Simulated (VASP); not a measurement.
Consider the following.

```xyz
2
Lattice="1.7567 -3.0426 0.0000 1.7567 3.0426 0.0000 0.0000 0.0000 5.4844" Properties=species:S:1:pos:R:3 pbc="T T T"
Lu     1.7567     1.0142     1.3711
Lu     1.7567    -1.0142     4.1133
```

These are PBE GGA, VASP's PBE PAW potentials (set 64) (plane waves; VASP) values and carry that method's errors. Settings: 480 eV cut-off, 12×12×6 Γ-centred mesh, first-order Methfessel-Paxton smearing of 0.10 eV, potentials Lu_3.

The ions, cell shape and volume at an external pressure of 1.0 GPa are relaxed. Predict the relaxed structure.

```xyz
2
Lattice="1.7482 -3.0280 0.0000 1.7482 3.0280 0.0000 0.0000 0.0000 5.4331" Properties=species:S:1:pos:R:3 pbc="T T T"
Lu     1.7482     1.0093     1.3583
Lu     1.7482    -1.0093     4.0748
```
Space group P6_3/mmc (194), at a tolerance of 0.03 Å.

How do energy and volume change from the first to the last step?

The energy (σ→0) changes by +1.6 meV/atom and the volume by -1.9 %, in 6 ionic steps.

```csv
step,E(σ→0) (eV),max force (eV/Å),pressure (GPa),volume (Å³)
1,-8.9084,0.000,0.06,58.63
2,-8.9027,0.000,1.29,57.18
3,-8.9049,0.000,1.02,57.50
4,-8.9050,0.000,0.99,57.52
5,-8.9051,0.000,0.99,57.52
6,-8.9051,0.000,0.98,57.52
```

The compound is Lu in the hcp structure. This run relaxes it under an external pressure of 1 GPa. Symmetry was kept, so distortions that lower it aren't found.
